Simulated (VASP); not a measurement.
All values below come from PBE GGA with D4 dispersion, VASP's PBE PAW potentials (set 64) (plane waves; VASP 6.6.1).

VASP ran on this input.

### INCAR
```
# general
SYSTEM   =  Ti
PREC     =  Accurate
ENCUT    =  520
LREAL    =  .FALSE.
LASPH    =  .TRUE.

# electronic loop
EDIFF    =  1E-7
NELM     =  100
ALGO     =  Normal
LMAXMIX  =  4

# smearing
ISMEAR   =  1
SIGMA    =  0.1

# functional
GGA      =  PE
IVDW     =  13

# ions
IBRION   =  2
NSW      =  30
ISIF     =  4
EDIFFG   =  -0.01

# output
LWAVE    =  .FALSE.
LCHARG   =  .FALSE.
```

### KPOINTS
```
kpoints
0
Gamma
 14 14 8
0 0 0
```

**POSCAR**
```
Ti
1.0
  1.4446217012  -2.5021582407   0.0000000000
  1.4446217012   2.5021582407   0.0000000000
  0.0000000000   0.0000000000   4.5798667525
Ti
2
Cart
  1.4446217012   0.8340544150   1.1449666881
  1.4446217012  -0.8340544150   3.4349000644
```

POTCAR, in this order: Ti_sv (PBE.64 set). Program: vasp_std.

Problem. What will the output report for the number of irreducible k-points (NKPTS), largest plane-wave count, number of space-group operations, FFT grid (NGX, NGY, NGZ)?

Solution. 
```
Quantity                                       Value
--------------------------------------  ------------
number of irreducible k-points (NKPTS)           120
largest plane-wave count                         911
number of space-group operations                  24
FFT grid (NGX, NGY, NGZ)                24 × 24 × 36
```

The compound is Ti in the hcp structure. This cell is one point of a volume scan, at 0.97 of the reference volume.
